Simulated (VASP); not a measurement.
Level of theory: LDA (Ceperley-Alder, Perdew-Zunger), VASP's LDA PAW potentials (set 64) (plane waves; VASP).

The input files of a VASP run:

**KPOINTS**
```
kpoints
0
Gamma
14 14 8
```

POSCAR:
```
CdSe
1
    2.1255110323    -3.6814928718     0.0000000000
    2.1255110323     3.6814928718     0.0000000000
    0.0000000000     0.0000000000     6.9347776342
Cd Se
2 2
Direct
  0.6666670000   0.3333330000   0.4999997424
  0.3333330000   0.6666670000   0.9999997424
  0.6666670000   0.3333330000   0.8760002576
  0.3333330000   0.6666670000   0.3760002576
```

**INCAR**
```
SYSTEM = CdSe
PREC = Accurate
ENCUT = 400
EDIFF = 1E-7
NELM = 100
ALGO = Normal
LREAL = .FALSE.
LASPH = .TRUE.
ISMEAR = 0
SIGMA = 0.01
LMAXMIX = 4
LWAVE = .FALSE.
LCHARG = .FALSE.
LOPTICS = .TRUE.
NBANDS = 66
NEDOS = 1001
CSHIFT = 0.1
```

POTCAR, in this order: Cd Se (LDA.64 set). Program: vasp_std.

### Question
What will the output report for the number of irreducible k-points (NKPTS), largest plane-wave count, number of space-group operations, FFT grid (NGX, NGY, NGZ)?

### Answer

The number of irreducible k-points (NKPTS) comes out as 120, the largest plane-wave count is 1992 and the number of space-group operations is 12. The FFT grid (NGX, NGY, NGZ) is 28 × 28 × 48.

The compound is CdSe in the wurtzite structure. It was relaxed first.
